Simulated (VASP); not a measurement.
Data:

```yaml
crystal:
  lattice:
    - [2.54224, 0.00000, 0.00000]
    - [-1.27112, 2.20164, 0.00000]
    - [0.00000, 0.00000, 4.20434]
  atoms:
    - { symbol: B, position: [0.33333, 0.66667, 0.00029] }
    - { symbol: B, position: [0.66667, 0.33333, 0.50029] }
    - { symbol: N, position: [0.33333, 0.66667, 0.37471] }
    - { symbol: N, position: [0.66667, 0.33333, 0.87471] }
```

The numbers are results of PBEsol GGA, VASP's PBE PAW potentials (set 64) (plane waves; VASP), not measurements. Run with 520 eV cut-off, 11×11×6 Γ-centred mesh, Gaussian smearing of 0.050 eV, potentials B N.

### Question
What does the run give for the energy per atom (σ→0)?

### Answer

```yaml
energy per atom (σ→0): -9.156 eV/atom
```

Total energies compare only between runs with the same potentials, cut-off and functional.

The structure was generated: BN was put into the wurtzite type (P6_3mc), which need not be its known phase. It was relaxed first. The start is the result of an earlier pass.
